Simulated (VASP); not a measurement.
Data:

```
BeBr2
1.0
   -2.86886     5.29644     2.77666
    2.86886    -5.29644     2.77666
    2.86886     5.29644    -2.77666
Be Br
2 4
Cartesian
  0.00000   0.00000   1.38833
  0.00000   0.00000   4.16499
  1.20176   1.20084   0.00000
  1.66710   4.09559   2.77666
  1.20176  -1.20084   2.77666
  1.66710   6.49728   0.00000
```

Computed with r2SCAN meta-GGA, VASP's PBE PAW potentials (set 64) (plane waves; VASP). Run with 400 eV cut-off, 6×6×6 Γ-centred mesh, tetrahedra with Blöchl corrections, potentials Be Br.

The cores are frozen, which limits the accuracy of field gradients.

Give the principal components of the electric field gradient (V/Å²) and the asymmetry η at each nucleus.

```tsv
atom	Vxx	Vyy	Vzz	η
Be1	0.2	0.2	-0.4	-
Be2	0.2	0.2	-0.4	-
Br3	118.9	97.4	-216.3	0.10
Br4	118.9	97.4	-216.3	0.10
Br5	118.9	97.4	-216.3	0.10
Br6	118.9	97.4	-216.3	0.10
```

The structure comes from a computed database's BeBr2 entry (Ibam); how it stands against other phases isn't given here. It was relaxed first.
